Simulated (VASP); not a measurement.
Output of a VASP run:

OSZICAR:
```
       N       E                     dE             d eps       ncg     rms          rms(c)
DAV:   1     0.303128239566E+02    0.30313E+02   -0.49454E+03  1512   0.121E+03
DAV:   2    -0.146921788782E+02   -0.45005E+02   -0.43438E+02  1520   0.178E+02
DAV:   3    -0.158198216531E+02   -0.11276E+01   -0.11038E+01  1782   0.383E+01
DAV:   4    -0.158424412310E+02   -0.22620E-01   -0.22586E-01  1878   0.493E+00
DAV:   5    -0.158428967670E+02   -0.45554E-03   -0.45552E-03  1898   0.610E-01    0.154E+01
DAV:   6    -0.173370391870E+02   -0.14941E+01   -0.73240E+01  1706   0.138E+02    0.167E+01
DAV:   7    -0.137300758587E+02    0.36070E+01   -0.34012E+01  1664   0.847E+01    0.263E+00
DAV:   8    -0.136861061451E+02    0.43970E-01   -0.23767E-01  1744   0.637E+00    0.143E+00
DAV:   9    -0.136692077944E+02    0.16898E-01   -0.42310E-02  1844   0.300E+00    0.349E-01
DAV:  10    -0.136688056518E+02    0.40214E-03   -0.91895E-04  1993   0.450E-01    0.194E-01
DAV:  11    -0.136687749845E+02    0.30667E-04   -0.32668E-05  1617   0.489E-02    0.194E-02
DAV:  12    -0.136687739124E+02    0.10720E-05   -0.74425E-06  1734   0.426E-02    0.491E-03
DAV:  13    -0.136687738709E+02    0.41500E-07   -0.13101E-07   804   0.432E-03
   1 F= -.10936021E+02 E0= -.10935854E+02  d E =-.109360E+02
       N       E                     dE             d eps       ncg     rms          rms(c)
DAV:   1    -0.145637720621E+02   -0.89500E+00   -0.22988E+01  1592   0.953E+01    0.110E+01
DAV:   2    -0.148862347571E+02   -0.32246E+00   -0.33118E+01  1697   0.984E+01    0.101E+01
DAV:   3    -0.133957442241E+02    0.14905E+01   -0.13131E+01  1651   0.585E+01    0.170E+00
DAV:   4    -0.133722894492E+02    0.23455E-01   -0.10245E-01  1845   0.409E+00    0.879E-01
DAV:   5    -0.133640083826E+02    0.82811E-02   -0.18566E-02  2035   0.162E+00    0.190E-01
DAV:   6    -0.133639742200E+02    0.34163E-04   -0.47892E-04  1699   0.348E-01    0.814E-02
DAV:   7    -0.133639857618E+02   -0.11542E-04   -0.26830E-05  1963   0.743E-02    0.576E-03
DAV:   8    -0.133639855339E+02    0.22787E-06   -0.50460E-07   873   0.112E-02
   2 F= -.10892827E+02 E0= -.10892777E+02  d E =0.431939E-01
       N       E                     dE             d eps       ncg     rms          rms(c)
DAV:   1    -0.140642428804E+02   -0.70026E+00   -0.91761E+00  1575   0.618E+01    0.635E+00
DAV:   2    -0.143571042737E+02   -0.29286E+00   -0.16065E+01  1842   0.651E+01    0.725E+00
DAV:   3    -0.136007110797E+02    0.75639E+00   -0.50286E+00  1739   0.380E+01    0.973E-01
DAV:   4    -0.135956027493E+02    0.51083E-02   -0.17833E-02  1570   0.142E+00    0.634E-01
DAV:   5    -0.135922172848E+02    0.33855E-02   -0.67173E-03  2043   0.911E-01    0.820E-02
DAV:   6    -0.135922433981E+02   -0.26113E-04   -0.88442E-05  1602   0.116E-01    0.289E-02
DAV:   7    -0.135922414857E+02    0.19125E-05   -0.16840E-05  1920   0.643E-02    0.281E-03
DAV:   8    -0.135922414181E+02    0.67550E-07   -0.25571E-07   794   0.949E-03
   3 F= -.10963284E+02 E0= -.10963156E+02  d E =-.272636E-01
```

File OUTCAR:
```
------------------------ aborting loop because EDIFF is reached ----------------------------------------
  FORCE on cell =-STRESS in cart. coord.  units (eV):
  Direction    XX          YY          ZZ          XY          YZ          ZX
  --------------------------------------------------------------------------------------
  Total        2.6073519      2.6073519      2.6073519      0.0000000     -0.0000000      0.0000000
  in kB      198.3563515    198.3563515    198.3563515      0.0000000     -0.0000000      0.0000000
  external PRESSURE =      -1.6436485 kB  Pullay stress =     200.0000000 kB
  volume of cell :       21.06
      direct lattice vectors                 reciprocal lattice vectors
     2.761561415 -0.000000000  0.000000000     0.362113982  0.000000000 -0.000000000
    -0.000000000  2.761561415 -0.000000000     0.000000000  0.362113982  0.000000000
     0.000000000 -0.000000000  2.761561415    -0.000000000  0.000000000  0.362113982
 POSITION                                       TOTAL-FORCE (eV/Angst)
 -----------------------------------------------------------------------------------
      1.38078      1.38078      1.38078        -0.000000     -0.000000      0.000000
      0.00000      0.00000      0.00000         0.000000      0.000000      0.000000
 -----------------------------------------------------------------------------------
    total drift:                               -0.000000      0.000000     -0.000000
  FREE ENERGIE OF THE ION-ELECTRON SYSTEM (eV)
  ---------------------------------------------------
  free  energy   TOTEN  =       -13.5922414181 eV

  energy  without entropy=      -13.5918567527  energy(sigma->0) =      -13.59211320
  enthalpy is  TOTEN    =       -10.9632841243 eV   P V=        2.6289572939

 reached required accuracy - stopping structural energy minimisation
```
(Selected blocks of OUTCAR.)

File POSCAR:
```
FeAl
1
    2.7974371741     0.0000000000     0.0000000000
    0.0000000000     2.7974371741     0.0000000000
    0.0000000000     0.0000000000     2.7974371741
Al Fe
1 1
Direct
  0.5000000000   0.5000000000   0.5000000000
  0.0000000000   0.0000000000   0.0000000000
```

### Question
Reconstruct the remaining input files.

### Answer
This is not unique; one that fits is the input of the run itself, PBEsol GGA, plane waves, VASP's PBE PAW potentials (set 64).

KPOINTS:
```
Automatic mesh
0
Gamma
13 13 13
0 0 0
```

### INCAR
```
! general
SYSTEM =FeAl
PREC   =Accurate
ENCUT  =500
LREAL  =.FALSE.
LASPH  =.TRUE.

! electronic loop
EDIFF  =1E-6
NELM   =100
ALGO   =Normal
LMAXMIX=4

! smearing
ISMEAR =1
SIGMA  =0.1

! functional
GGA    =PS

! ions
IBRION =2
NSW    =40
ISIF   =3
EDIFFG =-0.02
PSTRESS=200

! output
LWAVE  =.FALSE.
LCHARG =.FALSE.
```

POTCAR, in this order: Al Fe (PBE.64 set). Program: vasp_std.

Energy and stress use the plane-wave basis of the starting cell.

The compound is FeAl in the CsCl type structure. This run relaxes it under an external pressure of 20 GPa. Symmetry was kept, so distortions that lower it aren't found. The run is not spin-polarised, so no magnetic state was tried. The electron count is odd and the run is not spin-polarised, which forces a metal.
